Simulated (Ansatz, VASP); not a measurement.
# SnSe2: VASP beside Ansatz, part 2 of 2

Aim: how closely do two programs agree when they are given the same cell, functional and k mesh? The cell is generated by rule, not measured, and may not be a known phase. The cell is taken from a series of runs on this material, whose earlier steps may have relaxed, scaled, displaced or heated it; both programs get it as it stands.

VASP 6.6.1 and Ansatz 0.2.0.

So far. Step 2 (Ansatz: single point, r2SCAN, pair 1): The run ends at a pressure of -0.07 GPa, with forces up to 0.11 eV/Å. Step 3 (VASP: single point, r2SCAN, pair 1): The run ends at a pressure of -0.07 GPa, with forces up to 0.11 eV/Å.

The structure was built from a prototype and need not be the compound's stable phase.

## 5. Ansatz: single point, r2SCAN, pair 2

Level of this step: Ansatz beside VASP: Kohn-Sham DFT, plane waves, r2SCAN (Ansatz).

A single point gives forces, pressure and levels at one fixed geometry, so differences don't come from the geometry; what else differs is listed under the comparison.

The cell is taken from a series of runs on this material, whose earlier steps may have relaxed, scaled, displaced or heated it; both programs get it as it stands.

File input.yaml:

```yaml
crystal:
  lattice:
    - [6.4844249796, 0.0, 0.0]
    - [0.0, 6.4844249796, 0.0]
    - [0.0, 0.0, 3.9702852424]
  atoms:
    - { symbol: Sn, position: [0.0095058049, -0.0095058049, 0.0] }
    - { symbol: Sn, position: [0.5198506889, 0.4801493111, 0.5] }
    - { symbol: Se, position: [0.2829627163, 0.3309433753, 0.0] }
    - { symbol: Se, position: [0.6690566247, 0.7170372837, 0.0] }
    - { symbol: Se, position: [0.8088788872, 0.1911211128, 0.5] }
    - { symbol: Se, position: [0.1949727957, 0.8050272043, 0.5] }
kpoints:
  mp_grid: { grid: [6, 6, 12] }
hamiltonian:
  xc: r2scan
scf:
  occupations: { method: methfessel_paxton, width: 0.2 }
output:
  forces: true
  stress: true
  eigenvalues: true
```

On the command line:

```bash
$ ansatz run input.yaml --threads 8 --pin off --max-ram 14336MiB --backend cpu --events-out ev --progress --plain --runs-dir out
```

Numbers of over 12 decimals in the logs are rounded to 6 here.

The program printed:

```text
[...]
Crystal: 6 atoms, lattice volume = 166.942 Å³
Basis set: ecut = 500 eV, 4235 PW (Γ), exchange–correlation on 192×192×120 points (64 copies of the dense FFT grid, shifted against one another)
Bands: 56, of which v1, the nominal top of the filled ones, is band 46 counted from 1 (45 counted from 0)
Symmetry: 4 space group operations
[...]
k-point 0: bands = [... 42 lower, 6.0757, 6.1709, 6.7421, 6.7860, 7.4529, 8.7664, 10.1460, 10.1668, ... 6 higher]
  k-point 1: bands = [... 42 lower, 5.7745, 6.7446, 6.8351, 6.8447, 7.4086, 9.0477, 10.4842, 10.5346, ... 6 higher]
  k-point 2: bands = [... 42 lower, 5.0390, 6.7579, 6.7810, 7.2561, 7.4877, 9.6027, 10.8956, 11.1880, ... 6 higher]
  k-point 90: bands = [... 42 lower, 6.0995, 6.1762, 6.4086, 6.4097, 7.6527, 7.7065, 11.7616, 11.9358, ... 6 higher]
[key lines of the parts left out:]
SCF converged after 10 iterations
Free energy (F): -33991.135319 eV
Fermi energy:    7.223553 eV
P = ⅓ Tr σ = -0.1571 GPa (-1.571 kbar)
```

The run ends at a pressure of -0.16 GPa, with forces up to 0.15 eV/Å.

## 6. VASP: single point, r2SCAN, pair 2

The same cell, functional, mesh and smearing now go to VASP, with its own data sets.

File INCAR:

```
SYSTEM = SnSe2
PREC = Accurate
ENCUT = 550
EDIFF = 1E-06
NELM = 120
ISMEAR = 1
SIGMA = 0.2
LREAL = .FALSE.
ALGO = Normal
METAGGA = R2SCAN
LASPH = .TRUE.
NBANDS = 32
LORBIT = 11
LWAVE = .FALSE.
LCHARG = .FALSE.
ISIF = 2
GGA_COMPAT = .FALSE.
LMIXTAU = .TRUE.
KPAR = 2
```

File POSCAR:

```
SnSe2
1.0
    6.4844249796      0.0000000000      0.0000000000
    0.0000000000      6.4844249796      0.0000000000
    0.0000000000      0.0000000000      3.9702852424
Sn Se
2 4
Direct
    0.0095058049      0.9904941951      0.0000000000
    0.5198506889      0.4801493111      0.5000000000
    0.2829627163      0.3309433753      0.0000000000
    0.6690566247      0.7170372837      0.0000000000
    0.8088788872      0.1911211128      0.5000000000
    0.1949727957      0.8050272043      0.5000000000
```

File KPOINTS:

```
Automatic mesh
0
Gamma
6 6 12
0 0 0
```

Potentials, in the order of the species: Sn_d and Se (PBE family, release 64).

On the command line:

```bash
$ mpirun -np 2 vasp_std
```

The program printed:

```text
[banner, memory and clock lines left out]
running    2 mpi-ranks, on    1 nodes
[...]
[... a notice as in an earlier step ...]

 LDA part: xc-table for (None), standard interpolation
 POSCAR, INCAR and KPOINTS ok, starting setup
[...]
entering main loop
       N       E                     dE             d eps       ncg     rms          rms(c)
DAV:   1     0.431730174504E+03    0.43173E+03   -0.24820E+04  5952   0.194E+03
DAV:   2    -0.372417978898E+02   -0.46897E+03   -0.45701E+03  5928   0.515E+02
DAV:   3    -0.113362947354E+03   -0.76121E+02   -0.74746E+02  7040   0.179E+02
DAV:   4    -0.117303466554E+03   -0.39405E+01   -0.39136E+01  6920   0.439E+01
[...]
DAV:  18    -0.108069750792E+03   -0.68766E-04   -0.53000E-05  6680   0.463E-02    0.752E-03
DAV:  19    -0.108069765082E+03   -0.14290E-04   -0.13327E-05  5752   0.285E-02    0.172E-02
DAV:  20    -0.108069765382E+03   -0.29913E-06   -0.48825E-06  6064   0.196E-02
   1 F= -.10806977E+03 E0= -.10807074E+03  d E =0.292120E-02
```

From OUTCAR (step 6):

```text
  Total       -0.0791089     -0.0791089     -0.3140594     -1.3289626      0.0000000      0.0000000
  in kB       -0.7592264     -0.7592264     -3.0141006    -12.7543610      0.0000000      0.0000000
  external PRESSURE =      -1.5108511 kB  Pullay stress =       0.0000000 kB

 POSITION                                       TOTAL-FORCE (eV/Angst)
 -----------------------------------------------------------------------------------
      0.06164      6.42279      0.00000         0.043345     -0.043345      0.000000
      3.37093      3.11349      1.98514         0.007217     -0.007217      0.000000
      1.83485      2.14598      0.00000         0.003894      0.125871      0.000000
      4.33845      4.64957      0.00000        -0.125871     -0.003894      0.000000
      5.24511      1.23931      1.98514         0.105196     -0.105196      0.000000
      1.26429      5.22014      1.98514        -0.033781      0.033781      0.000000
 -----------------------------------------------------------------------------------
    total drift:                               -0.001104      0.001104     -0.000000

  FREE ENERGIE OF THE ION-ELECTRON SYSTEM (eV)
  ---------------------------------------------------
  free  energy   TOTEN  =      -108.0697653816 eV

  energy  without entropy=     -108.0726865794  energy(sigma->0) =     -108.07073911

[... 2 parts as in an earlier step ...]

[... 1 further part left out ...]
[key lines of the parts left out:]
E-fermi :   3.5732
```

The run ends at a pressure of -0.15 GPa, with forces up to 0.15 eV/Å.

## 7. Differences

What differs besides the data sets and the points named for the pairs above, as far as they apply: the data sets hold 92 valence electrons in Ansatz (on its default PAW (the set named soft_2) files) and 52 in VASP. Total energies have different zeros and are not compared.

Both answers:

```csv
quantity,Ansatz,VASP,difference
pressure (GPa),-0.16,-0.15,-0.01
```

Forces (eV/Å; atoms numbered as in POSCAR):

```csv
atom,"Ansatz x, y, z","VASP x, y, z"
Sn1,"0.045, -0.045, 0.000","0.043, -0.043, 0.000"
Sn2,"0.009, -0.009, 0.000","0.007, -0.007, 0.000"
Se3,"0.007, 0.128, 0.000","0.004, 0.126, 0.000"
Se4,"-0.128, -0.007, 0.000","-0.126, -0.004, 0.000"
Se5,"0.106, -0.106, 0.000","0.105, -0.105, 0.000"
Se6,"-0.039, 0.039, 0.000","-0.034, 0.034, 0.000"
```

The forces differ by 2.1 meV/Å r.m.s., which is 3.7 % of the r.m.s. force of 0.058 eV/Å (both taken over all components).

## 8. Outcome

```json
{
 "r.m.s. force difference (single point, r2SCAN, pair 1)": "2.2 meV/Å",
 "r.m.s. force difference (single point, r2SCAN, pair 2)": "2.1 meV/Å"
}
```

The r.m.s. force difference is 2.2 meV/Å (single point, r2SCAN, pair 1), within the 12 meV/Å picked in this series as the mark of a large difference. The data sets hold unlike numbers of valence electrons (92 in Ansatz and 52 in VASP), so part of the differences comes from the potentials. How closely two codes agree says nothing of how well the functional describes the real material.

[Lines on the potential files, build, host, timing and source positions are cut from VASP's logs without a mark.]

[Logs are printed without paths, hosts, clocks, repeated set-up lines and the standing remarks that a program may print on its own settings, such as how far it seeks lower states.]

[Hosts, paths, dates, database ids (printed as entryN), source tags and the programs' standing remarks are cut or masked in the printed files.]
